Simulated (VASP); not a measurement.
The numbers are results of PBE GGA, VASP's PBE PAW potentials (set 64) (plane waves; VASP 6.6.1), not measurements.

Input for VASP

### POSCAR
```
ZnS
1
    1.9482000000    -3.3743810000     0.0000000000
    1.9482000000     3.3743810000     0.0000000000
    0.0000000000     0.0000000000     6.3852000000
Zn S
2 2
Direct
  0.6666670000   0.3333330000   0.5000000000
  0.3333330000   0.6666670000   0.0000000000
  0.6666670000   0.3333330000   0.8750000000
  0.3333330000   0.6666670000   0.3750000000
```

**INCAR**
```
ALGO = Normal
EDIFF = 1E-6
ENCUT = 400
GGA = PE
ISIF = 2
ISMEAR = 0
LASPH = T
LCHARG = F
LMAXMIX = 4
LREAL = F
LWAVE = F
NELM = 100
PREC = Accurate
SIGMA = 0.05
SYSTEM = ZnS
```

File KPOINTS:
```
Automatic
0
gamma
6 6 3
0 0 0
```

POTCAR, in this order: Zn S (PBE.64 set). Program: vasp_std.

Output

OSZICAR:
```
       N       E                     dE             d eps       ncg     rms          rms(c)
DAV:   1     0.204706372437E+03    0.20471E+03   -0.15256E+04   616   0.161E+03
DAV:   2     0.394711914290E+01   -0.20076E+03   -0.19522E+03   658   0.328E+02
DAV:   3    -0.141456564422E+02   -0.18093E+02   -0.18024E+02   736   0.104E+02
DAV:   4    -0.145172308954E+02   -0.37157E+00   -0.37133E+00   724   0.160E+01
DAV:   5    -0.145245485584E+02   -0.73177E-02   -0.73173E-02   750   0.214E+00    0.896E+00
DAV:   6    -0.136462017768E+02    0.87835E+00   -0.20275E+00   962   0.418E+01    0.709E+00
DAV:   7    -0.136768380531E+02   -0.30636E-01   -0.18047E+00   670   0.766E+00    0.318E+00
DAV:   8    -0.136632403225E+02    0.13598E-01   -0.13011E-01   824   0.487E+00    0.102E+00
DAV:   9    -0.136634366219E+02   -0.19630E-03   -0.17624E-02   858   0.274E+00    0.255E-01
DAV:  10    -0.136636615573E+02   -0.22494E-03   -0.19064E-03   700   0.403E-01    0.163E-01
DAV:  11    -0.136638657826E+02   -0.20423E-03   -0.15444E-04   726   0.814E-02    0.506E-02
DAV:  12    -0.136639271581E+02   -0.61376E-04   -0.76418E-05   706   0.564E-02    0.182E-02
DAV:  13    -0.136639275675E+02   -0.40943E-06   -0.32784E-06   646   0.134E-02
   1 F= -.13663928E+02 E0= -.13663928E+02  d E =-.447454E-11
```

OUTCAR:
```
------------------------ aborting loop because EDIFF is reached ----------------------------------------
  FORCE on cell =-STRESS in cart. coord.  units (eV):
  Direction    XX          YY          ZZ          XY          YZ          ZX
  --------------------------------------------------------------------------------------
  Total       -1.3260465     -1.3260462     -1.3493855     -0.0000000      0.0000000     -0.0000000
  in kB      -25.3067965    -25.3067908    -25.7522078     -0.0000000      0.0000000     -0.0000000
  external PRESSURE =     -25.4552651 kB  Pullay stress =       0.0000000 kB
  volume of cell :       83.95
      direct lattice vectors                 reciprocal lattice vectors
     1.948200000 -3.374381000  0.000000000     0.256647161 -0.148175325  0.000000000
     1.948200000  3.374381000  0.000000000     0.256647161  0.148175325  0.000000000
     0.000000000  0.000000000  6.385200000     0.000000000  0.000000000  0.156612166
  FREE ENERGIE OF THE ION-ELECTRON SYSTEM (eV)
  ---------------------------------------------------
  free  energy   TOTEN  =       -13.6639275675 eV

  energy  without entropy=      -13.6639275675  energy(sigma->0) =      -13.66392757
```
(Selected blocks of OUTCAR.)

The compound is ZnS in the wurtzite structure, the high-temperature form. The cell was not relaxed at this level.
